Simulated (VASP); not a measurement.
A VASP calculation is set up with these files.

**KPOINTS**
```
K-points
0
gamma
  9 9 9
0 0 0
```

POSCAR:
```
CoSi2
1
    0.0000000000     2.6565137481     2.6565137481
    2.6565137481     0.0000000000     2.6565137481
    2.6565137481     2.6565137481    -0.0000000000
Co Si
1 2
Direct
  0.0000000000   0.0000000000   0.0000000000
  0.2500000000   0.2500000000   0.2500000000
  0.7500000000   0.7500000000   0.7500000000
```

### INCAR
```
AGGAC = 0.0
IBRION = 2   ! conjugate gradients
PREC = Accurate
SIGMA = 0.1   ! width (eV)
LMAXMIX = 4
ZAB_VDW = -1.8867
EDIFF = 1E-6
LASPH = .True.
SYSTEM = CoSi2
LUSE_VDW = .True.
LCHARG = .False.
EDIFFG = -0.02
LREAL = .False.
LWAVE = .False.
NELM = 100
NSW = 60   ! most ionic steps
ISMEAR = 1   ! Methfessel-Paxton
GGA = ML
ALGO = Normal
ENCUT = 520   ! plane-wave cut-off (eV)
ISIF = 3
```

POTCAR, in this order: Co Si (PBE.64 set). Program: vasp_std.

**Question.** Translate this vdW-DF2 calculation to Quantum ESPRESSO's pw.x.

**Answer.** One equivalent input (not run):
```
&CONTROL
  calculation = 'vc-relax'
  pseudo_dir = './pseudo'
  outdir = './out'
  tprnfor = .true.
  tstress = .true.
  nstep = 60
  forc_conv_thr = 0.00078
/
&SYSTEM
  ibrav = 0
  nat = 3
  ntyp = 2
  ecutwfc = 96
  occupations = 'smearing'
  smearing = 'methfessel-paxton'
  degauss = 0.00735
  input_dft = 'vdw-df2'
/
&ELECTRONS
  conv_thr = 7.3e-08
  electron_maxstep = 100
/
&IONS
/
&CELL
/
ATOMIC_SPECIES
  Co 58.933 Co.upf
  Si 28.085 Si.upf
CELL_PARAMETERS angstrom
     0.0000000    2.6565137    2.6565137
     2.6565137    0.0000000    2.6565137
     2.6565137    2.6565137   -0.0000000
ATOMIC_POSITIONS crystal
  Co   0.0000000  0.0000000  0.0000000
  Si   0.2500000  0.2500000  0.2500000
  Si   0.7500000  0.7500000  0.7500000
K_POINTS automatic
  9 9 9 0 0 0
```
Limits of the translation: the potentials are each code's own (VASP's PAW set, PseudoDojo norm-conserving files in pw.x), so ENCUT and ecutwfc are chosen apart and not converted; conv_thr bounds pw.x's estimated SCF error, while EDIFF bounds the energy change between steps; forc_conv_thr acts on force components and is met together with etot_conv_thr.

The compound is CoSi2 in the fluorite structure. This run relaxes it. Symmetry was kept, so distortions that lower it aren't found.
